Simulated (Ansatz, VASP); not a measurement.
# BN in two plane-wave programs, part 3 of 3

Wanted: the spread between two codes on one cell, functional and k mesh. The cell is taken from a series of runs on this material, whose earlier steps may have relaxed, scaled, displaced or heated it; both programs get it as it stands.

VASP 6.6.1 and Ansatz 0.2.0.

So far: The starting structure; VASP: zone-centre phonons, LDA, pair 1; Ansatz: zone-centre phonons, LDA, pair 1; Differences; VASP: zone-centre phonons, LDA, pair 2; Ansatz: zone-centre phonons, LDA, pair 2.

## (8) Ansatz: zone-centre phonons, LDA, pair 3

Level of this step: Ansatz beside VASP: Kohn-Sham DFT, plane waves, LDA (Ansatz).

Second derivatives magnify differences that forces hide, and they need a tight electronic threshold. The cell compared in this pair holds 11.62 Å³, against 11.65 Å³ for the pair before.

The cell is taken from a series of runs on this material, whose earlier steps may have relaxed, scaled, displaced or heated it; both programs get it as it stands.

Input file input.yaml:

```yaml
crystal:
  lattice:
    - [0.0, 1.7836407816, 1.8257238212]
    - [1.7836407816, 0.0, 1.8257238212]
    - [1.7836407816, 1.7836407816, 0.0]
  atoms:
    - { symbol: B, position: [0.0, 0.0, 0.0] }
    - { symbol: "N", position: [0.25, 0.25, 0.25] }
kpoints:
  mp_grid: { grid: [12, 12, 12] }
hamiltonian:
  xc: lda
  pseudopotentials: { kind: paw, azcp: { folder: soft_1 }, xc_functional: pbe }
scf:
  occupations: { method: fixed }
output:
  eigenvalues: true
phonons:
  method: dfpt
  dielectric: true
  rigid_motions: translations
```

Launch:

```
$ ansatz run input.yaml --threads 4 --pin off --max-ram 10240MiB --backend cpu --events-out ev --progress --plain --runs-dir out
```

Numbers of over 12 decimals in the logs are rounded to 6 here.

What it wrote:

```text
[...]
Crystal: 2 atoms, lattice volume = 11.617 Å³
Basis set: ecut = 420 eV, 247 PW (Γ), exchange–correlation on 36×36×36 points (8 copies of the dense FFT grid, shifted against one another)
Bands: 8, of which v1, the nominal top of the filled ones, is band 4 counted from 1 (3 counted from 0)
Symmetry: 8 space group operations
k-points: 868 of 1728 (irreducible under 1 space group operation, time reversal used)
[...]
optical modes at Γ + LO–TO along q̂ = [1.0000, 0.0000, 0.0000]:
      ω (cm⁻¹)  modes    IR ((D/Å)²/amu)
[...]
optical modes at Γ + LO–TO along q̂ = [0.0000, 1.0000, 0.0000]:
      ω (cm⁻¹)  modes    IR ((D/Å)²/amu)
[...]
1053.55      1            13.1341
       1280.90      1            13.1341
  optical modes at Γ + LO–TO along q̂ = [0.0000, 0.0000, 1.0000]:
      ω (cm⁻¹)  modes    IR ((D/Å)²/amu)
       1053.55      2            26.2682
       1278.72      1            14.0545
[key lines of the parts left out:]
SCF converged after 8 iterations
Free energy (F): -526.460389 eV
Fermi energy:    11.261707 eV
```

## (9) VASP: zone-centre phonons, LDA, pair 3

The same cell, functional (in two slightly different forms) and mesh now go to VASP, with its own data sets.

Input file INCAR:

```
SYSTEM = BN
PREC = Accurate
ENCUT = 600
EDIFF = 1E-08
NELM = 120
ISMEAR = 0
SIGMA = 0.01
LREAL = .FALSE.
ALGO = Normal
GGA = CA
NBANDS = 10
LORBIT = 11
LWAVE = .FALSE.
LCHARG = .FALSE.
ISIF = 2
IBRION = 8
LEPSILON = .TRUE.
LASPH = .TRUE.
GGA_COMPAT = .FALSE.
EFERMI = MIDGAP
KPAR = 2
```

Input file POSCAR:

```
BN
1.0
    0.0000000000      1.7836407816      1.8257238212
    1.7836407816      0.0000000000      1.8257238212
    1.7836407816      1.7836407816      0.0000000000
B N
1 1
Direct
    0.0000000000      0.0000000000      0.0000000000
    0.2500000000      0.2500000000      0.2500000000
```

Input file KPOINTS:

```
Automatic mesh
0
Gamma
12 12 12
0 0 0
```

Potentials, in the order of the species: B and N (LDA family, release 64).

Launch:

```
$ mpirun -np 2 vasp_std
```

What it wrote:

```text
[... set-up lines as in an earlier step ...]
 entering main loop
       N       E                     dE             d eps       ncg     rms          rms(c)
DAV:   1     0.103686088688E+02    0.10369E+02   -0.55106E+03  3340   0.885E+02
DAV:   2    -0.200893063647E+02   -0.30458E+02   -0.29512E+02  3860   0.169E+02
DAV:   3    -0.205668075021E+02   -0.47750E+00   -0.47671E+00  3786   0.184E+01
DAV:   4    -0.205673796768E+02   -0.57217E-03   -0.57216E-03  3550   0.768E-01
[...]
DAV:  11    -0.194067865424E+02   -0.48535E-06   -0.18479E-06  3652   0.983E-03    0.622E-03
DAV:  12    -0.194067864666E+02    0.75753E-07   -0.52509E-07  3560   0.454E-03    0.217E-04
DAV:  13    -0.194067864667E+02   -0.75261E-10   -0.81094E-09  2044   0.927E-04
   1 F= -.19406786E+02 E0= -.19406786E+02  d E =0.000000E+00
 Linear response reoptimize wavefunctions to high precision
DAV:   1    -0.194067864665E+02    0.26500E-09   -0.20490E-10  2188   0.177E-04
DAV:   2    -0.194067864665E+02   -0.17053E-11   -0.59263E-12  1750   0.290E-05
 Linear response G [H, r] |phi>, progress :
  Direction:   1
[...]
RMM:  10    -0.226882713203E+00   -0.15848E-09    0.15748E-11 11818   0.104E-05    0.359E-07
 first order change of Fermi-energy   0.69728E-04
 force on displaced ion       2 direction 1 : -25.121   0.000  -0.000
 Born effective charge ion    2 direction 1 :  -1.859   0.000   0.000
 Linear response progress:
  Degree of freedom:   4/  4
       N       E                     dE             d eps       ncg     rms          rms(c)
RMM:   1    -0.229327571606E+00   -0.22933E+00    0.11208E-01 11261   0.333E+00
RMM:   2    -0.223869569875E+00    0.54580E-02   -0.20237E-03  8608   0.440E-01    0.232E-01
RMM:   3    -0.224832455482E+00   -0.96289E-03   -0.40848E-04  8367   0.161E-01    0.125E-01
RMM:   4    -0.226858393994E+00   -0.20259E-02   -0.38752E-04  8063   0.157E-01    0.230E-02
[...]
RMM:   8    -0.226915520288E+00    0.20627E-06   -0.42533E-10  9365   0.269E-05    0.202E-05
RMM:   9    -0.226915451165E+00    0.69123E-07   -0.20680E-10  9596   0.232E-05    0.973E-07
RMM:  10    -0.226915450761E+00    0.40388E-09   -0.28795E-10  6837   0.927E-06    0.506E-07
 first order change of Fermi-energy  -0.45346E+01
 force on displaced ion       2 direction 3 :  -0.000  -0.000 -24.491
 Born effective charge ion    2 direction 3 :   0.000   0.000  -1.923
 Born effective charges drift removed
 Linear response finished
```

From OUTCAR (step 9):

```text
  Total        0.0659125      0.0659125     -1.0259024      0.0000000      0.0000000      0.0000000
  in kB        9.0907247      9.0907247   -141.4935832      0.0000000      0.0000000      0.0000000
  external PRESSURE =     -41.1040446 kB  Pullay stress =       0.0000000 kB

 POSITION                                       TOTAL-FORCE (eV/Angst)
 -----------------------------------------------------------------------------------
      0.00000      0.00000      0.00000        -0.000000     -0.000000      0.000000
      0.89182      0.89182      0.91286         0.000000      0.000000     -0.000000
 -----------------------------------------------------------------------------------
    total drift:                                0.000001      0.000001     -0.000001

 MACROSCOPIC STATIC DIELECTRIC TENSOR (including local field effects in DFT)
 ------------------------------------------------------
           4.540768     0.000000     0.000000
           0.000000     4.540768    -0.000000
           0.000000     0.000000     4.652119
 ------------------------------------------------------

 MACROSCOPIC STATIC DIELECTRIC TENSOR IONIC CONTRIBUTION
 ------------------------------------------------------
           2.142894     0.000000     0.000000
           0.000000     2.142894     0.000000
           0.000000     0.000000     2.351815
 ------------------------------------------------------

[... 2 further parts left out ...]
```

## (10) Differences

The two programs side by side:

```tsv
quantity	Ansatz	VASP	difference
ε∞ xx	4.54	4.54	+0.06 %
ε∞ yy	4.54	4.54	+0.06 %
ε∞ zz	4.66	4.65	+0.06 %
Born charge of B1 (mean of the diagonal) (e)	1.89	1.88	0.00
Born charge of N2 (mean of the diagonal) (e)	-1.89	-1.88	0.00
optical mode 1 (cm⁻¹)	1039.6	1044.9	-0.50 %
optical mode 2 to 3 (cm⁻¹)	1053.5	1058.2	-0.44 %
```

Modes are paired by rising frequency, not by their patterns, so a pair may set unlike modes beside each other; they are those without the splitting of longitudinal modes.

## (11) Summary of results

- r.m.s. difference of the optical zone-centre modes, each program's sorted by frequency (zone-centre phonons, LDA, pair 1): 4.7 cm⁻¹
- r.m.s. difference of the optical zone-centre modes, each program's sorted by frequency (zone-centre phonons, LDA, pair 2): 4.8 cm⁻¹
- r.m.s. difference of the optical zone-centre modes, each program's sorted by frequency (zone-centre phonons, LDA, pair 3): 4.9 cm⁻¹
- difference in optical mode 1 (zone-centre phonons, LDA, pair 3): -0.5 %

In words: The r.m.s. difference of the optical zone-centre modes, each program's sorted by frequency is 4.7 cm⁻¹ (zone-centre phonons, LDA, pair 1). Among the rows given in per cent, the largest difference of the zone-centre phonons, LDA, pair 3 pair is in optical mode 1, -0.5 %. How closely two codes agree says nothing of how well the functional describes the real material.

[Lines on the potential files, build, host, timing and source positions are cut from VASP's logs without a mark.]

[Logs are printed without paths, hosts, clocks, repeated set-up lines and the standing remarks that a program may print on its own settings, such as how far it seeks lower states.]

[Hosts, paths, dates, database ids (printed as entryN), source tags and the programs' standing remarks are cut or masked in the printed files.]
